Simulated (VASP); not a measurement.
# Sr2NiWO6: structure and properties in VASP, part 2 of 2

Wanted: the relaxed cell of Sr2NiWO6 and its properties. The start is a cell from a database of measured crystal structures.

VASP 6.6.1, plane waves and PAW; the level of theory is named at each step.

Still holding for the runs below: The magnetic state follows from one typed start and may not be the lowest. Experiment finds antiferromagnetic order in this phase (a transition is listed at 56 K, arxiv:2303.14370), so this ferromagnetic run describes another state. The valence top and the conduction bottom belong to opposite spins.

So far, gap on the k-mesh (eV): step 3 (relaxing cell and atoms (r2SCAN)) 2.18; step 4 (single point with fields (r2SCAN)) 2.18.

## (6) Density of states (r2SCAN)

Here the states are counted by energy and projected on the atoms. The mesh is finer than in the run before.

File INCAR:

```
SYSTEM = Sr2NiWO6
PREC = Accurate
ENCUT = 520
EDIFF = 1E-06
NELM = 100
ISMEAR = -5
SIGMA = 0.05
LREAL = .FALSE.
ALGO = Normal
METAGGA = R2SCAN
LASPH = .TRUE.
NBANDS = 67
ISPIN = 2
MAGMOM = -0.002 -0.002 1.685 0.064 0.046 0.046 0.046 0.046 0.045 0.045
LMAXMIX = 4
LORBIT = 11
LWAVE = .FALSE.
LCHARG = .FALSE.
KPAR = 8
NEDOS = 2001
```

File POSCAR:

```
Sr2NiWO6
1.0
   -2.7750362826      2.7750388521      3.9742880162
    2.7750362826     -2.7750388521      3.9742880162
    2.7750388521      2.7750362826     -3.9742880162
Sr Ni W O
2 1 1 6
Direct
    0.7500000000      0.2500000000      0.5000000000
    0.2500000000      0.7500000000      0.5000000000
    0.0000000000      0.0000000000      0.0000000000
    0.5000000000      0.5000000000      0.0000000000
    0.2241369928      0.2914338586      0.5155708514
    0.2914338586      0.7758630072      0.0672968658
    0.7758630072      0.7085661414      0.4844291486
    0.7085661414      0.2241369928      0.9327031342
    0.2580131857      0.2580131857      0.0000000000
    0.7419868143      0.7419868143      0.0000000000
```

File KPOINTS:

```
Automatic mesh
0
Gamma
9 9 9
0 0 0
```

Potentials, in the order of the species: Sr_sv, Ni, W and O (PBE family, release 64).

Command:

```console
$ mpirun -np 8 vasp_std
```

It took 18 min on 8 MPI ranks of Intel Xeon Platinum 8259CL at 2.50GHz (Skylake/Cascade Lake), shared host; peak memory 9.9 GiB.

Numbers from this step:

* irreducible k-points: 105
* free energy (TOTEN): -155.6237 eV
* Fermi energy: 3.728 eV
* pressure: -0.04268 GPa
* valence top at k: 0.4444, 0, 0
* conduction bottom at k: -0.4444, -0.4444, 0.4444
* least direct gap at k: -0.4444, -0.4444, 0.4444
* gap on the k-mesh: 2.210 eV
* least direct gap on the k-mesh: 2.329 eV

The density of states has structure finer than the step of the table below, so its rows give means over 0.5 eV, whole bins alone (the curve runs from -12.0 to 6.82 eV). Peaks (eV: height): total down -5.61: 10.1, -4.80: 6.97, -0.33: 6.17, 3.33: 6.83; total up -1.50: 7.05, -1.23: 7.11, -1.05: 8.60, 2.88: 7.29; O p up -5.79: 2.63, -2.12: 3.17, -1.50: 3.28, -1.05: 3.80; O p down -5.61: 4.83, -3.73: 3.00, -1.85: 3.92, -1.32: 3.18; Ni d up -3.37: 1.07, -1.50: 2.25, -1.23: 3.15, -1.05: 3.26.

States under -12.0 eV and over 6.8 eV are left out. The density of states by energy, zero at the valence-band top; means over each step; 7 of 22 lines; values in states/eV/cell:

```csv
energy (eV),total down,total up,O p up,O p down,Ni d up,Ni d down,W d up
-7.5,0,0,0,0,0,0,0
-7.0,0.0366,0.312,0.145,0.0169,0.00565,4.7e-5,0.0972
-6.5,1.13,1.54,0.715,0.532,0.0905,0.00720,0.375
-6.0,0.956,3.53,1.57,0.453,0.506,0.0123,0.803
-5.5,4.69,2.37,1.00,2.18,0.147,0.159,0.467
-5.0,4.28,4.38,1.80,1.85,0.312,0.103,1.03
-4.5,1.44,2.84,1.23,0.662,0.616,0.0318,0.178
-4.0,2.06,2.87,1.43,1.12,0.368,0.0996,0.0409
-3.5,4.14,3.08,1.30,2.19,0.796,0.463,0.0510
-3.0,3.47,2.49,1.22,1.83,0.444,0.462,0.0673
-2.5,3.07,4.33,2.34,1.80,0.593,0.217,0.0910
-2.0,5.29,4.62,2.58,3.36,0.673,0.307,0.0828
-1.5,3.94,4.75,2.22,2.64,1.49,0.192,0.0555
-1.0,1.92,5.79,2.36,1.08,2.45,0.405,0.0615
-0.5,4.18,2.21,0.926,0.750,0.937,3.02,0.0407
0.0,1.41,0.878,0.390,0.312,0.346,0.970,0.00660
0.5,0,0,0,0,0,0,0
1.0,0,0,0,0,0,0,0
1.5,0,0,0,0,0,0,0
2.0,0.0123,0,0,7.4e-4,0,0.00668,0
2.5,1.35,0.286,0.0447,0.128,0.00841,0.677,0.183
3.0,5.73,4.66,0.946,0.933,0.0570,1.57,2.93
3.5,2.91,1.05,0.269,0.577,0.00213,1.03,0.657
4.0,5.2e-4,0,0,0,0,0,0
4.5,0,0,0,0,0,0,0
5.0,0.00126,0.00149,1.6e-5,1.2e-5,0,0,0
5.5,0.101,0.106,0.00320,0.00307,0,2.7e-5,1.5e-4
6.0,0.338,0.380,0.0198,0.0176,1.6e-4,1.3e-4,0.0135
6.5,1.08,1.42,0.0999,0.0725,0.00264,0.00361,0.224
```

The gap on this mesh is 2.21 eV. In the top eV of the valence band the largest shares in the PAW spheres are Ni d 58 % and O p 30 %. The rest lies in smaller channels or between the spheres.

## (7) Volume scan with r2SCAN

An equation of state needs energies on both sides of the minimum, all on one mesh and cutoff.

INCAR, as its differences from that of step 6:

```diff
@@ -5,3 +5,3 @@
 NELM = 100
-ISMEAR = -5
+ISMEAR = 0
 SIGMA = 0.05
@@ -11,3 +11,3 @@
 LASPH = .TRUE.
-NBANDS = 67
+NBANDS = 53
 ISPIN = 2
@@ -19,2 +19,2 @@
 KPAR = 8
-NEDOS = 2001
+ISIF = 2
```

POSCAR, as its differences from that of step 6:

```diff
@@ -2,5 +2,5 @@
 1.0
-   -2.7750362826      2.7750388521      3.9742880162
-    2.7750362826     -2.7750388521      3.9742880162
-    2.7750388521      2.7750362826     -3.9742880162
+   -2.7183869936      2.7183895107      3.8931573327
+    2.7183869936     -2.7183895107      3.8931573327
+    2.7183895107      2.7183869936     -3.8931573327
 Sr Ni W O
```

File KPOINTS:

```
Automatic mesh
0
Gamma
6 6 6
0 0 0
```

Command:

```console
$ mpirun -np 8 vasp_std
```

Elapsed: 5.1 min, on 8 MPI ranks; peak memory 4.7 GiB.

The scan keeps the cell's shape and the fractional positions fixed.

Numbers from this step:

| Property | Result |
| --- | --- |
| bands | 53 |
| irreducible k-points | 36 |
| free energy (TOTEN) | -155.3154 eV |
| Fermi energy | 4.762 eV |
| pressure | 13.79 GPa |
| valence top at k | 0.5, 0, 0 |
| conduction bottom at k | 0.5, 0.5, 0.5 |
| least direct gap at k | 0.5, 0.5, 0.5 |
| gap on the k-mesh | 2.132 eV |
| least direct gap on the k-mesh | 2.38 eV |

Force by atom:

```csv
atom,x (eV/Å),y (eV/Å),z (eV/Å),size
Sr1,0.000,0.000,0.000,0.000
Sr2,0.000,0.000,0.000,0.000
Ni3,0.000,0.000,0.000,0.000
W4,0.000,0.000,0.000,0.000
O5,-0.598,-0.740,0.000,0.951
O6,0.740,-0.598,0.000,0.951
O7,0.598,0.740,0.000,0.951
O8,-0.740,0.598,0.000,0.951
O9,0.000,0.000,-0.960,0.960
O10,0.000,0.000,0.960,0.960
```

The pressure here is 13.79 GPa.

## (8) Volume scan with r2SCAN (run 2)

INCAR is that of step 7.

POSCAR, as its differences from that of step 7:

```diff
@@ -2,5 +2,5 @@
 1.0
-   -2.7183869936      2.7183895107      3.8931573327
-    2.7183869936     -2.7183895107      3.8931573327
-    2.7183895107      2.7183869936     -3.8931573327
+   -2.7375311947      2.7375337295      3.9205748370
+    2.7375311947     -2.7375337295      3.9205748370
+    2.7375337295      2.7375311947     -3.9205748370
 Sr Ni W O
```

KPOINTS is that of step 7.

Command:

```console
$ mpirun -np 8 vasp_std
```

Wall time 5 min (8 MPI ranks); peak memory 4.6 GiB; 39 min of CPU time.

Numbers from this step:

* free energy (TOTEN): -155.4899 eV
* Fermi energy: 4.535 eV
* pressure: 8.670 GPa
* gap on the k-mesh: 2.151 eV
* least direct gap on the k-mesh: 2.359 eV

Force by atom:

```csv
atom,x (eV/Å),y (eV/Å),z (eV/Å),size
Sr1,0.000,0.000,0.000,0.000
Sr2,0.000,0.000,0.000,0.000
Ni3,0.000,0.000,0.000,0.000
W4,0.000,0.000,0.000,0.000
O5,-0.381,-0.472,0.000,0.607
O6,0.472,-0.381,0.000,0.607
O7,0.381,0.472,0.000,0.607
O8,-0.472,0.381,0.000,0.607
O9,0.000,0.000,-0.613,0.613
O10,0.000,0.000,0.613,0.613
```

The pressure falls from 13.79 to 8.67 GPa.

The run ends at a pressure of 8.67 GPa, with forces up to 0.61 eV/Å.

## (9) Volume scan with r2SCAN (run 3)

INCAR is that of step 8.

POSCAR, as its differences from that of step 8:

```diff
@@ -2,5 +2,5 @@
 1.0
-   -2.7375311947      2.7375337295      3.9205748370
-    2.7375311947     -2.7375337295      3.9205748370
-    2.7375337295      2.7375311947     -3.9205748370
+   -2.7564113168      2.7564138691      3.9476141386
+    2.7564113168     -2.7564138691      3.9476141386
+    2.7564138691      2.7564113168     -3.9476141386
 Sr Ni W O
```

KPOINTS is that of step 8.

Command:

```console
$ mpirun -np 8 vasp_std
```

Elapsed: 5.6 min, on 8 MPI ranks; peak memory 4.7 GiB; 41 min of CPU time.

The pressure falls from 8.67 to 4.08 GPa.

The run ends at a pressure of 4.08 GPa, with forces up to 0.29 eV/Å.

## (10) Volume scan with r2SCAN (run 4)

INCAR is that of step 9.

POSCAR, as its differences from that of step 9:

```diff
@@ -2,5 +2,5 @@
 1.0
-   -2.7564113168      2.7564138691      3.9476141386
-    2.7564113168     -2.7564138691      3.9476141386
-    2.7564138691      2.7564113168     -3.9476141386
+   -2.7750362826      2.7750388521      3.9742880162
+    2.7750362826     -2.7750388521      3.9742880162
+    2.7750388521      2.7750362826     -3.9742880162
 Sr Ni W O
```

KPOINTS is that of step 9.

Command:

```console
$ mpirun -np 8 vasp_std
```

Wall time 6.2 min (8 MPI ranks); peak memory 4.7 GiB.

The pressure falls from 4.08 to -0.04 GPa.

The run ends at a pressure of -0.04 GPa, with forces up to 0.0045 eV/Å.

## (11) Volume scan with r2SCAN (run 5)

INCAR is that of step 10.

POSCAR, as its differences from that of step 10:

```diff
@@ -2,5 +2,5 @@
 1.0
-   -2.7750362826      2.7750388521      3.9742880162
-    2.7750362826     -2.7750388521      3.9742880162
-    2.7750388521      2.7750362826     -3.9742880162
+   -2.7934145419      2.7934171284      4.0006085714
+    2.7934145419     -2.7934171284      4.0006085714
+    2.7934171284      2.7934145419     -4.0006085714
 Sr Ni W O
```

KPOINTS is that of step 10.

Command:

```console
$ mpirun -np 8 vasp_std
```

It took 6.1 min on 8 MPI ranks; peak memory 4.8 GiB.

The pressure falls from -0.04 to -3.73 GPa.

The run ends at a pressure of -3.73 GPa, with forces up to 0.27 eV/Å.

## (12) Volume scan with r2SCAN (run 6)

INCAR is that of step 11.

POSCAR, as its differences from that of step 11:

```diff
@@ -2,5 +2,5 @@
 1.0
-   -2.7934145419      2.7934171284      4.0006085714
-    2.7934145419     -2.7934171284      4.0006085714
-    2.7934171284      2.7934145419     -4.0006085714
+   -2.8115541057      2.8115567090      4.0265872771
+    2.8115541057     -2.8115567090      4.0265872771
+    2.8115567090      2.8115541057     -4.0265872771
 Sr Ni W O
```

KPOINTS is that of step 11.

Command:

```console
$ mpirun -np 8 vasp_std
```

Elapsed: 5.9 min, on 8 MPI ranks; peak memory 4.8 GiB.

The pressure falls from -3.73 to -7.03 GPa.

The run ends at a pressure of -7.03 GPa, with forces up to 0.52 eV/Å.

## (13) Volume scan with r2SCAN (run 7)

A prediction first. A least-squares parabola for the 6 pressures of evenly scaled cells so far, P = -0.05 -195.4 t +455 t² GPa with t = ln(V/V₁) and V₁ the volume at scale 1, gives -9.89 GPa at t = +0.0583.

INCAR is that of step 12.

POSCAR, as its differences from that of step 12:

```diff
@@ -2,5 +2,5 @@
 1.0
-   -2.8115541057      2.8115567090      4.0265872771
-    2.8115541057     -2.8115567090      4.0265872771
-    2.8115567090      2.8115541057     -4.0265872771
+   -2.8294625764      2.8294651963      4.0522350213
+    2.8294625764     -2.8294651963      4.0522350213
+    2.8294651963      2.8294625764     -4.0522350213
 Sr Ni W O
```

KPOINTS is that of step 12.

Command:

```console
$ mpirun -np 8 vasp_std
```

It took 5 min on 8 MPI ranks; peak memory 4.8 GiB; 39 min of CPU time.

The pressure falls from -7.03 to -9.98 GPa. The parabola predicted -9.89 GPa, +0.08 GPa off.

## (14) Comparing the runs

Times are for 8 MPI ranks of Intel Xeon Platinum 8259CL at 2.50GHz (Skylake/Cascade Lake), shared host. Results by setting:

```csv
no.,volume scale,energy above the lowest point (meV/atom),pressure (GPa),gap on the k-mesh (eV),time,memory (GiB)
1,0.94,30.82,13.79,2.132,5.1 min,4.7
2,0.96,13.37,8.670,2.151,5 min,4.6
3,0.98,3.35,4.076,2.166,5.6 min,4.7
4,1,0,-0.04000,2.178,6.2 min,4.7
5,1.02,2.61,-3.725,2.187,6.1 min,4.8
6,1.04,10.56,-7.027,2.193,5.9 min,4.8
7,1.06,23.29,-9.979,2.196,5 min,4.8
```

## (15) Fit for r2SCAN

This step: Birch-Murnaghan fit, r2SCAN; plane waves and PAW (VASP 6.6.1).

This step runs nothing: it gathers the runs above.

This step gave:

```yaml
pressure_derivative_of_the_bulk_modulus: 4.528
r_m_s_error_of_the_fit: 1.37e-6 eV/atom
minimum_inside_the_sampled_range: yes
bulk_modulus: 194.1 GPa
equilibrium_volume_of_the_fit: 12.25 Å³/atom
```

Table of energy above the fitted minimum by volume:

```csv
volume (Å³/atom),energy above the fitted minimum (eV/atom)
11.508,0.0308
11.752,0.0134
11.997,0.00336
12.242,5.6e-6
12.487,0.00262
12.732,0.0106
12.977,0.0233
```

The fit over cells of fixed shape and fractional positions puts the volume +0.09 % from the relaxed one. The atoms bear forces along the scan, since they were held; freeing them would lower the modulus.

## (16) Zone-centre phonons (r2SCAN)

This step: r2SCAN, spin-polarised from a ferromagnetic start; plane waves and PAW (Sr_sv, Ni, W, O) (VASP 6.6.1).

Zone-centre modes test whether the atoms sit at a minimum within this cell. IBRION = 6 takes the force constants from differences of forces between displaced cells, so the forces must be tight.

INCAR, as its differences from that of step 13:

```diff
@@ -3,3 +3,3 @@
 ENCUT = 520
-EDIFF = 1E-06
+EDIFF = 1E-08
 NELM = 100
@@ -19,2 +19,6 @@
 KPAR = 8
+IBRION = 6
+NFREE = 2
+POTIM = 0.015
 ISIF = 2
+NSW = 1
```

POSCAR, as its differences from that of step 13:

```diff
@@ -2,5 +2,5 @@
 1.0
-   -2.8294625764      2.8294651963      4.0522350213
-    2.8294625764     -2.8294651963      4.0522350213
-    2.8294651963      2.8294625764     -4.0522350213
+   -2.7750362826      2.7750388521      3.9742880162
+    2.7750362826     -2.7750388521      3.9742880162
+    2.7750388521      2.7750362826     -3.9742880162
 Sr Ni W O
```

KPOINTS is that of step 13.

Command:

```console
$ mpirun -np 8 vasp_std
```

It took 19 min on 8 MPI ranks.

The run was stopped at its time limit, by a STOPCAR file.

More ranks or a longer limit might have been enough; this was not tried.

## (17) What came out

```yaml
relaxed_volume: 12.24 Å³/atom
relaxed_conventional_cell_a_b_c: 5.550, 5.550, 7.949 Å
space_group_after_relaxing_within_0p02_a: I4/m (No. 87)
moment_of_the_cell_6x6x6_mesh: 2 μB
largest_site_moment_6x6x6_mesh: 1.69 μB on Ni3
band_gap: 2.18 eV, between opposite spins
gap_among_the_points_of_the_dos_mesh_alone_an_upper_bound: 2.21 eV
bulk_modulus_from_the_fit: 194 GPa
volume_from_the_fit: 12.3 Å³/atom
```

With r2SCAN, Sr2NiWO6 relaxes to 12.24 Å³/atom in space group I4/m, has a gap of 2.18 eV between states of opposite spin, keeps moments of up to 1.69 μB (6×6×6 mesh) and has a bulk modulus of 194 GPa at fixed shape and positions, an upper bound. Against the listed cell the volume lies +0.2 % (a -0.1 %, c +0.4 %). Not obtained: zone-centre phonons (r2SCAN), because the run hit its time limit. Bands along the symmetry lines (r2SCAN), spin up: On this path the gap is indirect, 2.63 eV, with the valence top at N and the conduction bottom at X. The least direct gap is 2.78 eV. Bands along the symmetry lines (r2SCAN), spin down: The path shows an indirect gap of 2.31 eV (valence top at X, conduction bottom at Z). The least direct gap is 2.32 eV. Spin-orbit coupling is left out, and with elements this heavy it would split and shift bands near the edges, and it can change the kind of a small gap. Only the typed magnetic starts were tried, so the magnetic ground state may differ and with it the other results. Only ferromagnetic starts were used, while the crystal orders antiferromagnetically, so what depends on the order belongs to another state. No search among competing phases was made, and a listed structure need not be the one stable at ambient conditions. All values are for a static lattice at zero temperature.

[Lines on the potential files, build, host, timing and source positions are cut from VASP's logs without a mark.]

[Logs are printed without paths, hosts, clocks, repeated set-up lines and the standing remarks that a program may print on its own settings, such as how far it seeks lower states.]

[Hosts, paths, dates, database ids (printed as entryN), source tags and the programs' standing remarks are cut or masked in the printed files.]

[A measured line is paired with the nearest computed mode of its activity, which favours agreement.]

[In band tables of VASP the shares of atoms and orbitals are scaled to a sum of 1 inside the atoms' spheres.]
